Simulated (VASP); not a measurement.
Method: PBEsol GGA, VASP's PBE PAW potentials (set 64) (plane waves; VASP).

The input files of a VASP run:

### KPOINTS
```
Automatic mesh
0
G
 12 12 8
```

INCAR:
```
SYSTEM = TiAl
PREC = Accurate
ENCUT = 480
EDIFF = 1E-7
NELM = 100
ALGO = Normal
LREAL = .FALSE.
LASPH = .TRUE.
ISMEAR = 1
SIGMA = 0.1
GGA = PS
LMAXMIX = 4
LWAVE = .FALSE.
LCHARG = .FALSE.
ISIF = 2
```

**POSCAR**
```
TiAl
2.6856370
  0.9999999116   0.0000000000   0.0000000000
  0.0000000000   1.0416665746   0.0000000000
  0.0000000000   0.0000000000   1.4983335578
Ti Al
1 1
Cartesian
  0.0000000000   0.0000000000   0.0000000000
  0.4999999558   0.5208332873   0.7491667789
```

POTCAR, in this order: Ti_sv Al (PBE.64 set). Program: vasp_std.

### Question
Estimate the energy per atom (σ→0), pressure, band gap (on the k-mesh).

### Answer

```json
{
  "energy per atom (σ→0)": "-6606 meV/atom",
  "band gap (on the k-mesh)": "none (metal, semimetal or under 0.01 eV)",
  "pressure": "5.67 GPa"
}
```

### OSZICAR
```
...
DAV:   8    -0.132117269485E+02    0.14582E-01   -0.13124E-01  6122   0.407E+00    0.477E-01
DAV:   9    -0.132114226000E+02    0.30435E-03   -0.20569E-02  7037   0.196E+00    0.220E-01
DAV:  10    -0.132116040036E+02   -0.18140E-03   -0.15001E-03  6684   0.427E-01    0.605E-02
DAV:  11    -0.132116045664E+02   -0.56283E-06   -0.24292E-04  6981   0.175E-01    0.449E-02
DAV:  12    -0.132116085094E+02   -0.39429E-05   -0.29481E-05  6058   0.602E-02    0.592E-03
DAV:  13    -0.132116080966E+02    0.41275E-06   -0.18010E-06  6353   0.169E-02    0.676E-03
DAV:  14    -0.132116081464E+02   -0.49786E-07   -0.70009E-07  6096   0.113E-02
   1 F= -.13211608E+02 E0= -.13211840E+02  d E =0.695797E-03
```

The compound is TiAl in the L1_0 structure. This cell was strained or had an atom moved on purpose. The electron count is odd and the run is not spin-polarised, which forces a metal.
